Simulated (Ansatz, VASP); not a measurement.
# C214N: VASP beside Ansatz, part 2 of 2

One calculation is typed for both programs; each brings its own data sets. How far apart do they land? The cell is taken from a series of runs on this material, whose earlier steps may have relaxed, scaled, displaced or heated it; both programs get it as it stands.

VASP 6.6.1 and Ansatz 0.2.0.

So far: The structure; Ansatz: single point, PBE.

### 3. VASP: single point, PBE

Level of this step: PBE, spin-polarised from a ferromagnetic start; plane waves and PAW (C, N) (VASP).

The same cell, functional, mesh and smearing now go to VASP, with its own data sets.

Lines of VASP's logs that name or quote its potential files are left out, and so is its time.

Contents of INCAR:

```
SYSTEM = C214N
PREC = Accurate
ENCUT = 520
EDIFF = 1E-06
NELM = 200
ISMEAR = -1
SIGMA = 0.01
LREAL = Auto
ALGO = Normal
GGA = PE
NELECT = 862
NBANDS = 581
ISPIN = 2
MAGMOM = 0 0 0 0 0 -0 -0 -0 0 0 0 0 0 -0 -0 0 0 0 0 0 0 -0 -0 -0 0 0 0 0 0 -0 0 -0 0 0 0 0 -0 -0 -0 -0 0 0 0 0.02 0 -0 -0 -0 0 0 0 0 0 -0 -0 -0 0 0 0.02 0 0 -0 -0 -0 0 0 0 0 -0 0 -0 -0 0 0 0 0 0 0 -0 -0 0 0 0 0 -0 -0 -0 -0 0 0 0 0.02 0 -0 -0 -0 0 0 0 0 -0 -0 -0 -0 0.25 0.25 0.25 -0.01 -0.01 -0.01 0.01 0 0 0.01 -0 -0 -0 -0 0 0 0.02 0 0 -0 -0 -0 0.01 0 0.01 0 -0 -0 -0 -0 0.02 0 0 0 0 0 -0 -0 0 0 0 0 0 -0 -0 -0 0 0.02 0 0 0 -0 -0 -0 0 0 0 0 -0 -0 0 -0 0 0.02 0 0 0 -0 -0 -0 0.01 0.01 0 0 -0 -0 -0 -0 0.02 0 0 0 0 -0 0 -0 0 0 0 0 -0 -0 -0 0 0.02 0 0 0 0 -0 -0 0 0 0 0 0 -0 -0 -0 -0 -0
LORBIT = 11
LWAVE = .FALSE.
LCHARG = .FALSE.
ISIF = 2
NUPDOWN = 2
LASPH = .TRUE.
GGA_COMPAT = .FALSE.
```

Contents of POSCAR:

```
C214N
1.0
   10.7146870143      0.0000000000      0.0000000000
    0.0000000000     10.7146870143      0.0000000000
    0.0000000000      0.0000000000     10.7146870143
C N
214 1
Direct
    0.0000620388      0.9997831723      0.9998721109
    0.9996793699      0.1663021427      0.1663907736
[... 3 atom lines left out ...]
    0.0827462290      0.2494011136      0.2494899110
    0.2496797597      0.0824648509      0.2494885000
    0.2496795654      0.2493998850      0.0825550618
[... 3 atom lines left out ...]
    0.1655459637      0.1652628835      0.3328320594
[... 1 atom line left out ...]
    0.0845555080      0.2501889235      0.5823483124
    0.2504669839      0.0842739409      0.5823487888
    0.2503028621      0.2500291104      0.4125423657
[... 10 atom lines left out ...]
    0.1655471200      0.3327439842      0.1653548430
[... 2 atom lines left out ...]
    0.0845560109      0.5822588328      0.2502780917
    0.2503082093      0.4124512131      0.2501222130
    0.2504678539      0.5822591316      0.0843651185
[... 2 atom lines left out ...]
    0.1685528790      0.3340391372      0.4983659218
    0.1685530740      0.4982772754      0.3341277081
    0.0840419371      0.4164707508      0.4165587839
[... 1 atom line left out ...]
    0.2520883539      0.4176333222      0.5819943994
    0.2520868973      0.5819069153      0.4177226271
[... 33 atom lines left out ...]
    0.3330224416      0.1652607076      0.1653507478
[... 3 atom lines left out ...]
    0.4127320066      0.2500192828      0.2501073516
    0.5825380209      0.0842746332      0.2502782577
    0.5825378560      0.2501893834      0.0843632147
[... 1 atom line left out ...]
    0.3343137264      0.1682703267      0.4983653686
[... 1 atom line left out ...]
    0.4985521164      0.1682721722      0.3341267025
    0.4167454071      0.0837634322      0.4165576117
    0.4179084798      0.2518110420      0.5819921043
[... 1 atom line left out ...]
    0.5821773070      0.2518131333      0.4177200671
[... 9 atom lines left out ...]
    0.3343165232      0.4982769734      0.1683626812
    0.4985524579      0.3340374026      0.1683610951
[... 1 atom line left out ...]
    0.4167461234      0.4164698864      0.0838530088
    0.4179093254      0.5819026298      0.2519014493
    0.5821809784      0.4176333729      0.2518978972
[... 1 atom line left out ...]
    0.3298833175      0.5060321339      0.5061205930
    0.5063072054      0.3296080837      0.5061207000
    0.5063071694      0.5060280448      0.3296987404
    0.4164032084      0.5831045169      0.5831929459
    0.5833818071      0.4161244788      0.5831929483
    0.5833843499      0.5831048992      0.4162119747
    0.3340588039      0.3337815164      0.6658936687
[... 2 atom lines left out ...]
    0.5002589296      0.4999806684      0.6664345350
    0.4170528937      0.4167748032      0.7496455033
[... 11 atom lines left out ...]
    0.3340595618      0.6658041813      0.3338706429
[... 1 atom line left out ...]
    0.5002599331      0.6663461679      0.5000689102
[... 1 atom line left out ...]
    0.4170534480      0.7495564107      0.4168632701
[... 43 atom lines left out ...]
    0.6660800158      0.3337812724      0.3338693363
    0.6666244796      0.4999812181      0.5000694048
[... 38 atom lines left out ...]
    0.3256019819      0.3253150262      0.3254064128
```

Contents of KPOINTS:

```
Automatic mesh
0
Gamma
1 1 1
0 0 0
```

PAW data sets: C and N (PBE family, release 64).

Run with:

```console
export OMP_NUM_THREADS=3
mpirun -np 1 vasp_gam
```

Log:

```text
[banner, memory and clock lines left out]
running    1 mpi-ranks, on    1 nodes
[...]
Offloading initialized ...    1 GPUs detected
[...]
LDA part: xc-table for (Slater+PW92), standard interpolation
 POSCAR, INCAR and KPOINTS ok, starting setup
[...]
entering main loop
       N       E                     dE             d eps       ncg     rms          rms(c)
DAV:   1     0.618258127026E+04    0.61826E+04   -0.52518E+05  2324   0.155E+03
DAV:   2    -0.140727733934E+04   -0.75899E+04   -0.71103E+04  3062   0.353E+02
DAV:   3    -0.198979578208E+04   -0.58252E+03   -0.57579E+03  2920   0.930E+01
DAV:   4    -0.200387710935E+04   -0.14081E+02   -0.14009E+02  2896   0.157E+01
DAV:   5    -0.200427396096E+04   -0.39685E+00   -0.39601E+00  2920   0.241E+00BRMIX: very serious problems
 the old and the new charge density differ
 old charge density:   861.00000 new  862.00000
    0.577E+01
DAV:   6    -0.195231876165E+04    0.51955E+02   -0.38571E+01  2760   0.776E+00    0.343E+01
DAV:   7    -0.193508427361E+04    0.17234E+02   -0.46320E+01  2696   0.854E+00    0.808E+00
DAV:   8    -0.193539574361E+04   -0.31147E+00   -0.20460E+00  2912   0.185E+00    0.432E+00
DAV:   9    -0.193538427925E+04    0.11464E-01   -0.24278E-01  2848   0.827E-01    0.948E-01
[...]
DAV:  14    -0.193538381877E+04   -0.93521E-04   -0.78526E-05  2872   0.155E-02    0.161E-02
DAV:  15    -0.193538382770E+04   -0.89267E-05   -0.15177E-05  2816   0.607E-03    0.711E-03
DAV:  16    -0.193538382766E+04    0.39643E-07   -0.21029E-06  2032   0.240E-03
   1 F= -.19353838E+04 E0= -.19353838E+04  d E =-.896537E-12  mag=     2.0000
```

From OUTCAR (step 3):

```text
 magnetization (x)
# of ion       s       p       d       tot
------------------------------------------
    1        0.000   0.000   0.000   0.000
    2        0.000  -0.000   0.000   0.000
    3        0.000  -0.000   0.000   0.000
    4        0.000  -0.000   0.000   0.000
    5       -0.000   0.000   0.000   0.000
    6       -0.000  -0.000   0.000  -0.000
[...]
213       -0.000  -0.000   0.000  -0.000
  214       -0.000  -0.000   0.000  -0.000
  215       -0.001   0.001   0.000  -0.001
--------------------------------------------------
tot          0.162   1.090   0.000   1.252
```

The run ends at a pressure of 2.71 GPa, with forces up to 0.029 eV/Å.

### 4. Comparison

Known differences besides the potentials themselves: VASP starts from the moments at which Ansatz ended; the cutoff is 420 eV in Ansatz and 520 eV in VASP (PREC = Accurate, projectors in real space); site moments are counted in spheres of each program's own size. Total energies have different zeros and are not compared.

Both answers:

```csv
quantity,Ansatz,VASP,difference
"total moment, fixed by the input (μB)",2.00,2.00,0.00
moment on C105 (μB),0.25,0.33,-0.08
moment on C106 (μB),0.25,0.33,-0.08
moment on C107 (μB),0.25,0.33,-0.08
```

At this near-relaxed geometry the largest component of a force difference is 28 meV/Å. The cell carries a charge of -1 e against a uniform background, so its pressure also hangs on how the neutralising background is counted, and in a defect's cell a gap may be the spacing between its levels.

### 5. What came out

| Quantity | Value |
| --- | --- |
| difference in moment on C105 (single point, PBE) | -0.080 μB |

What this shows: The difference in moment on C105 is -0.080 μB (single point, PBE). How closely two codes agree says nothing of how well the functional describes the real material.

[Lines on the potential files, build, host, timing and source positions are cut from VASP's logs without a mark.]

[Logs are printed without paths, hosts, clocks, repeated set-up lines and the standing remarks that a program may print on its own settings, such as how far it seeks lower states.]

[Hosts, paths, dates, database ids (printed as entryN), source tags and the programs' standing remarks are cut or masked in the printed files.]
